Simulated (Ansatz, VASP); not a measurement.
# GaAs in two plane-wave programs, part 2 of 2

Aim: how closely do two programs agree when they are given the same cell, functional and k mesh? The cell is taken from a series of runs on this material, whose earlier steps may have relaxed, scaled, displaced or heated it; both programs get it as it stands.

VASP 6.6.1 and Ansatz 0.2.0.

So far: The structure; VASP: relaxation of cell and atoms, r2SCAN.

## (3) Ansatz: relaxation of cell and atoms, r2SCAN

Level of this step: Ansatz beside VASP: Kohn-Sham DFT, plane waves, r2SCAN (Ansatz).

Ansatz runs on its PAW soft_1 files.

The same cell, functional, mesh and smearing now go to Ansatz.

Contents of input.yaml:

```yaml
crystal:
  lattice:
    - [0.0, 2.8265, 2.8265]
    - [2.8265, 0.0, 2.8265]
    - [2.8265, 2.8265, 0.0]
  atoms:
    - { symbol: As, position: [0.75, 0.75, 0.75] }
    - { symbol: Ga, position: [0.0, 0.0, 0.0] }
kpoints:
  mp_grid: { grid: [9, 9, 9] }
scf:
  occupations: { method: fermi_dirac, width: 0.02 }
hamiltonian:
  xc: r2scan
  pseudopotentials: { kind: paw, azcp: { folder: soft_1 } }
basis:
  ecutwfc: 600
output:
  forces: true
  stress: true
relax:
  f_tol: 0.005
  max_steps: 70
  cell: { stress_tol: 0.02, p_target: 0 }
```

Launch:

```
$ ansatz run input.yaml --threads 4 --pin off --max-ram 10240MiB --backend cpu --events-out ev --progress --plain --runs-dir out
```

Numbers of over 12 decimals in the logs are rounded to 6 here.

The log of the run:

```text
Engine: ansatz 0.2.0, x86_64-unknown-linux-gnu
Pseudopotentials: kind: paw
Pseudopotential: As, paw, valence charge 15, recommended cutoff 500 eV (meta_gga), soft_1/As.paw.azcp
Pseudopotential: Ga, paw, valence charge 13, recommended cutoff 500 eV (meta_gga), soft_1/Ga.paw.azcp
Functional definition: r2SCAN
  parameter k0 = 0.174
  parameter k1 = 0.065
  parameter a1 = 4.9479
  exchange = r2scan_x(k0 = k0, k1 = k1, a1 = a1)
  correlation = r2scan_c
Crystal: 2 atoms, lattice volume = 45.162 Å³
Basis set: ecut = 600 eV, 1459 PW (Γ), exchange–correlation on 128×128×128 points (64 copies of the dense FFT grid, shifted against one another)
Bands: 18, of which v1, the nominal top of the filled ones, is band 14 counted from 1 (13 counted from 0)
Symmetry: 24 space group operations
Space group: F-43m (ITA 216), of the structure as read, at distance tolerance 3.6e-5 Å
k-points: 35 of 729 (time reversal used)
Non-local potential: As, projectors of the file, l = 0: 2, l = 1: 2, l = 2: 3, l = 3: 1
Non-local potential: Ga, projectors of the file, l = 0: 2, l = 1: 2, l = 2: 3, l = 3: 1
PAW form: soft (Blöchl's): semilocal exchange-correlation on the pseudo side does not see the compensation charge
PAW frozen core: As, regenerated for the run's functional (the file was generated under x = pbe(κ = 0.804, μ = 0.219515), c = pbe(β = 0.066725))
PAW frozen core: Ga, regenerated for the run's functional (the file was generated under x = pbe(κ = 0.804, μ = 0.219515), c = pbe(β = 0.066725))
PAW one-centre angular grid: As, 590 points (default); XC on 160 Gauss nodes
PAW one-centre angular grid: Ga, 590 points (default); XC on 160 Gauss nodes
Initial density: superposition of atomic densities (chi_scale 0.1, normalization cell, long waves kept (reshape's long-wave potential 0.00 eV rms))
Initial wavefunctions: pseudopotential atomic-orbital guess
Functional: x = r2scan, c = r2scan; τ floored in thin density (d = 2e-4 eV/Å³)
iter 1 solved again at ethr=2.02e-3 eV; its pass at ethr=3.10e-3 eV (dr2=5.65e-1 eV) is discarded
SCF iter   1: F=—  HF=-8655.770710 eV  |F-HF|=—  |Δ(HF+E_count)|=         —  Δρ=4.92e-2  dr2=5.69e-1  dr2_τ=5.62e-3  ethr=2.02e-3  ⟨swp⟩=1.0  Hψ=3885  notcnv=0
preconditioner: auto → none  [insulator: Δε(μ)=0.841 eV  Ē_g=16.584 eV  σ=0.020 eV  W_gap=1.00  n_scr=14 (ndim 8)  ℏωp=23.4 eV  f_vac=0.001  D(μ)=0.00/eV (n_scr^D=0)  ε∞_Penn≈3.0]
SCF iter   2: F=—  HF=-8655.768632 eV  |F-HF|=—  |Δ(HF+E_count)|=   2.08e-3  Δρ=2.15e-2  dr2=1.07e-1  dr2_τ=6.53e-4  ethr=2.02e-3  ⟨swp⟩=3.2  Hψ=1097  notcnv=0
SCF iter   3: F=—  HF=-8655.783769 eV  |F-HF|=—  |Δ(HF+E_count)|=   1.51e-2  Δρ=7.26e-3  dr2=1.35e-2  dr2_τ=1.43e-4  ethr=3.81e-4  ⟨swp⟩=2.1  Hψ=1089  notcnv=0
SCF iter   4: F=—  HF=-8655.773116 eV  |F-HF|=—  |Δ(HF+E_count)|=   1.07e-2  Δρ=8.12e-4  dr2=1.14e-4  dr2_τ=4.04e-6  ethr=4.82e-5  ⟨swp⟩=3.0  Hψ=1172  notcnv=0
SCF iter   5: F=—  HF=-8655.773177 eV  |F-HF|=—  |Δ(HF+E_count)|=   6.08e-5  Δρ=3.16e-4  dr2=1.72e-5  dr2_τ=5.41e-7  ethr=4.08e-7  ⟨swp⟩=2.0  Hψ=1128  notcnv=0
SCF iter   6: F=—  HF=-8655.773188 eV  |F-HF|=—  |Δ(HF+E_count)|=   1.07e-5  Δρ=5.86e-5  dr2=6.49e-7  dr2_τ=1.14e-8  ethr=6.16e-8  ⟨swp⟩=2.0  Hψ=1120  notcnv=0
SCF iter   7: F=-8655.773188 eV  HF=-8655.773188 eV  |F-HF|=4.27e-9  |Δ(HF+E_count)|=   5.99e-7  Δρ=7.18e-6  dr2=1.31e-8  dr2_τ=4.92e-10  ethr=3.57e-10  ⟨swp⟩=4.7  Hψ=2273  notcnv=0
SCF 1 converged in 7 iterations: F = -8655.773188 eV  dr2 = 1.31e-8
  greatest PAW one-centre occupation: 0.999 electrons in one spin orbital (limit 2), on the As atom at site 0 (counted from 0), in its partial waves of l = 2
relax step   1: F+E_penalty+E_count = -8655.77318833 eV  Δ(F+E_penalty+E_count) = +0.000e0 eV  max|allowed force component| = 6.216e-18 eV/Å  Δτ_max = 0.0000 Å  P = +0.487 GPa  Ω = 45.162 Å³  (7 SCF iters, dr2 threshold 1.00e-7 eV, accepted)
[...]
relax step   2: F+E_penalty+E_count = -8655.77361974 eV  Δ(F+E_penalty+E_count) = -4.314e-4 eV  max|allowed force component| = 1.290e-17 eV/Å  Δτ_max = 0.0000 Å  P = +0.066 GPa  Ω = 45.421 Å³  energy of the carried Pulay correction = -1.359e-5 eV  (5 SCF iters, dr2 threshold 2.00e-7 eV, accepted)
[...]
relax step   3: F+E_penalty+E_count = -8655.77362619 eV  Δ(F+E_penalty+E_count) = -6.449e-6 eV  max|allowed force component| = 1.579e-17 eV/Å  Δτ_max = 0.0000 Å  P = +0.001 GPa  Ω = 45.462 Å³  energy of the carried Pulay correction = -1.573e-5 eV  (4 SCF iters, dr2 threshold 1.10e-8 eV, accepted)
[...]
relax step   4: F+E_penalty+E_count = -8655.77364127 eV  Δ(F+E_penalty+E_count) = -1.508e-5 eV  max|allowed force component| = 1.619e-17 eV/Å  Δτ_max = 0.0000 Å  P = +0.001 GPa  Ω = 45.462 Å³  stress off target by 1.11e-3 GPa  SCF on the basis re-selected at this cell (its energy is not comparable with the rows above)  (5 SCF iters)
basis re-selected at this cell: Δ(F+E_penalty+E_count) = -1.508e-5 eV, ΔP = +0.000 GPa vs the last step (what re-selecting the basis moved, of the pressure what is left beyond the Pulay correction that the steps carried, after the strain that the cell walked since its last selection, with what the two solves' SCF thresholds leave and, on support functions, any second-order correction that the steps lacked; it is no measure of the basis error at this ecutwfc). The dense FFT grid was sized anew with the basis: this SCF ran on 36×36×36 points, the steps before it on 32×32×32, so part of this shift can come from that change (see relax.cell in the input reference). [rest of the remark cut]
SCF converged after 5 iterations
Free energy (F): -8655.773641 eV
Harris-Foulkes:  -8655.773641 eV  (|F-HF|=1.82e-12)
Internal energy: -8655.773641 eV  (E = F + TS)
E sigma→0 (E₀):  -8655.773641 eV
Fermi energy:    8.087599 eV
--- Per-component energies (eV) ---
  E_band       = -340.503196
  E_kinetic    = 208.728813
  E_local      = -3670.168588  (includes V_loc(G=0)·N_el)
  E_nonlocal   = -483.971466
  E_hartree    = 2139.794595
  E_xc         = -123.538339
  E_vxc        = -135.904833  (∫ρ·V_xc dr)
  E_paw        = -4031.385654  (= ΣΔE_a)
  E_vpaw       = -545.901436  (= ΣTr[D̂ρ^β])
  E_aug_tail   = -0.000000  (compensation charges beyond the density's cutoff)
  E_vtau       = 7.125178  (kinetic-family band-sum trace: ∫τ·v_τ [+ j·A + Jᵃ·Aᵃ] dr)
  E_ewald      = -2693.122543
  E_core_change = -2.110460  (= ΣΔE_core)
  E_smearing   = -0.000000  (= −TS)
  E_closure    = 0.000000  (closes the sum)
  Σ components = -8655.773641   (vs F -8655.773641, Δ=0.00e0)
--- Forces (eV/Å), atoms counted from 1 ---
  atom   1  As     0.00000000     0.00000000     0.00000000
  atom   2  Ga    -0.00000000    -0.00000000    -0.00000000
  max |Σ_I F_I| component: 2.54e-17 eV/Å
--- Stress (GPa, compression-positive) ---
        0.001114       0.000000       0.000000
        0.000000       0.001114       0.000000
        0.000000       0.000000       0.001114
  P = ⅓ Tr σ = 0.0011 GPa (0.011 kbar)
--- Relaxed structure (3 steps of the walk, 3 accepted, 1 SCFs on fresh bases) ---
  F+E_penalty+E_count = -8655.77364127 eV   max|allowed force component| = 1.619e-17 eV/Å   (the final SCF, on the basis selected at the relaxed cell)
  cell:  # Å, volume = 45.4619 Å³
    - [0, 2.832734, 2.832734]
    - [2.832734, 0, 2.832734]
    - [2.832734, 2.832734, 0]
  atoms:
    - { symbol: As, position: [0.75, 0.75, 0.75] }
    - { symbol: Ga, position: [0, 0, 0] }
```

## (4) Side by side

Known differences besides the potentials themselves: VASP keeps PBE cores, Ansatz makes them for the functional; the data sets hold 28 valence electrons in Ansatz (on its PAW soft_1 files) and 18 in VASP; the cutoff is 600 eV in Ansatz and 550 eV in VASP; Ansatz adds a Pulay correction to the stress that steers its cell, VASP none. Total energies have different zeros and are not compared.

Both answers:

```
                                         quantity  Ansatz   VASP  difference
                                      volume (Å³)   45.46  45.53     -0.15 %
edge a after relaxation, in the typed setting (Å)   4.006  4.008     -0.05 %
```

## (5) Results

```json
{"difference in volume (relaxation of cell and atoms, r2SCAN)": "-0.15 %"}
```

In words: The difference in volume is -0.15 % (relaxation of cell and atoms, r2SCAN), within the 1.2 % picked in this series as the mark of a large difference, as far as the stopping tolerances let one tell. The data sets hold unlike numbers of valence electrons (28 in Ansatz and 18 in VASP), so part of the differences comes from the potentials. Such differences can come from data sets, numerical settings and the points named under the comparisons, not from the functional's error against experiment.

[Lines on the potential files, build, host, timing and source positions are cut from VASP's logs without a mark.]

[Logs are printed without paths, hosts, clocks, repeated set-up lines and the standing remarks that a program may print on its own settings, such as how far it seeks lower states.]

[Hosts, paths, dates, database ids (printed as entryN), source tags and the programs' standing remarks are cut or masked in the printed files.]
